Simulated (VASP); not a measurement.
Energy against volume of Ni (fcc). Computed with PBE GGA with D3 dispersion (Becke-Johnson damping), VASP's PBE PAW potentials (set 64) (plane waves; VASP). Run with 520 eV cut-off, 18×18×18 Γ-centred mesh, first-order Methfessel-Paxton smearing of 0.10 eV, potentials Ni.

```csv
V (Å³/atom),E (eV/atom)
10.180,-5.93624
10.495,-5.94334
10.810,-5.93757
11.125,-5.92109
```

Problem. Fit these four points and predict the energy of the run at 9.866 Å³/atom.

Solution. A cubic in V^(−2/3), the third-order Birch-Murnaghan form, passes through the four points with V0 = 10.50 Å³/atom and B0 = 217 GPa, and gives -5.9137 eV/atom there. The run gave -5.9137 eV/atom, +0.0 meV/atom from the fit; all five points give B0 = 217 GPa.

The compound is Ni in the fcc structure. It was relaxed first.
